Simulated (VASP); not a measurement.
Calculation: r2SCAN meta-GGA, VASP's PBE PAW potentials (set 64) (plane waves; VASP).

A VASP calculation is set up with these files.

INCAR:
```
ALGO = Normal
EDIFF = 1E-6
EDIFFG = -0.01
ENCUT = 520
IBRION = 2
ISIF = 3
ISMEAR = 1
LASPH = .True.
LCHARG = .False.
LMAXMIX = 4
LMIXTAU = .True.
LREAL = .False.
LWAVE = .False.
METAGGA = R2SCAN
NELM = 100
NSW = 60
PREC = Accurate
SIGMA = 0.1
SYSTEM = NiAl
```

### KPOINTS
```
kpoints
0
Gamma
  11 11 11
```

### POSCAR
```
NiAl
1.0
  2.8900000000   0.0000000000   0.0000000000
  0.0000000000   2.8900000000   0.0000000000
  0.0000000000   0.0000000000   2.8900000000
Al Ni
1 1
Direct
  0.5000000000   0.5000000000   0.5000000000
  0.0000000000   0.0000000000   0.0000000000
```

POTCAR, in this order: Al Ni (PBE.64 set). Program: vasp_std.

Q: What will the output report for the number of irreducible k-points (NKPTS), largest plane-wave count, number of space-group operations, FFT grid (NGX, NGY, NGZ)?

A: 
number of irreducible k-points (NKPTS): 56
largest plane-wave count: 665
number of space-group operations: 48
FFT grid (NGX, NGY, NGZ): 24 × 24 × 24

The compound is NiAl in the CsCl type structure. This run relaxes it. Symmetry was kept, so distortions that lower it aren't found. The run is not spin-polarised, so no magnetic state was tried. The electron count is odd and the run is not spin-polarised, which forces a metal.
